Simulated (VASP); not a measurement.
Energy against volume of GaSb (zinc blende). These are revPBE GGA, VASP's PBE PAW potentials (set 64) (plane waves; VASP) values and carry that method's errors.

```csv
V (Å³/atom),E (eV/atom)
28.896,-3.38694
29.819,-3.39952
30.741,-3.40353
31.663,-3.40034
32.585,-3.39112
```

Q: Fit a third-order Birch-Murnaghan equation of state.

A: 
```
Item                                              Value
---------------------------------------  --------------
volume per atom                          30.77 Å^3/atom
bulk modulus                                   41.4 GPa
pressure derivative of the bulk modulus            4.83
lattice constant a                              6.267 Å
```

Measured: bulk modulus 57.0 GPa (computed value off by -27.4 %), as given by Cormac Toher et al., Physical Review Materials (2017), arXiv:1611.05714; a 6.096 Å at 300 K (computed value off by +2.8 %), as given by I. Vurgaftman et al., Journal of Applied Physics (2001), doi:10.1063/1.1368156. The calculation is for a static lattice, while the measured bulk modulus, a hold thermal and zero-point effects, which are part of the difference.

The compound is GaSb in the zinc blende structure. It was relaxed first, which changed the volume by +8 %.
